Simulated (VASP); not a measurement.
Energy against volume of AgCl (rock salt). Level of theory: PBEsol GGA, VASP's PBE PAW potentials (set 64) (plane waves; VASP 6.6.1). Run with 520 eV cut-off, 8×8×8 Γ-centred mesh, Gaussian smearing of 0.050 eV, potentials Ag Cl.

```tsv
V (Å³/atom)	E (eV/atom)
18.961	-3.01517
19.567	-3.02676
20.172	-3.03052
20.777	-3.02778
```

Q: Fit these four points and predict the energy of the run at 21.382 Å³/atom.

A: A cubic in V^(−2/3), the third-order Birch-Murnaghan form, passes through the four points with V0 = 20.20 Å³/atom and B0 = 57 GPa, and gives -3.0196 eV/atom there. The run gave -3.0197 eV/atom, -0.1 meV/atom from the fit; all five points give B0 = 57 GPa.

The compound is AgCl in the rock salt structure. It was relaxed first, which changed the volume by -5 %.
